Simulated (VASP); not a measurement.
Input:

```
MoS2
1.0
    5.81953     0.00000     0.00000
    0.00000     5.81953     0.00000
    0.00000     0.00000     3.74781
Mo S
2 4
Direct
  0.00000   0.00000   0.00000
  0.50000   0.50000   0.50000
  0.30496   0.30496   0.00000
  0.80496   0.19504   0.50000
  0.19504   0.80496   0.50000
  0.69504   0.69504   0.00000
```

Calculation: PBE GGA, VASP's PBE PAW potentials (set 64) (plane waves; VASP). Numerical set-up: 300 eV cut-off, 3×3×5 Γ-centred mesh, Gaussian smearing of 0.20 eV, potentials Mo_sv S.

At this cut-off the stress carries a Pulay error, which pulls relaxed volumes low.

Problem. Estimate the energy per atom (σ→0), pressure, largest force, band gap (on the k-mesh) with the smallest direct gap where there is one.

Solution. 
```
Item                                                        Result
------------------------  ----------------------------------------
band gap (on the k-mesh)  none (metal, semimetal or under 0.01 eV)
energy per atom (σ→0)                               -6688 meV/atom
pressure                                                -10.08 GPa
largest force                                           0.246 eV/Å
```

Only differences to runs with the same potentials and settings are physical.

The structure was generated: MoS2 was put into an ordered model structure, which need not be its known phase. The cell was not relaxed at this level. The k-mesh is coarse (spacing up to 0.36 per Å, 2π included), so the numbers may not be converged in it.
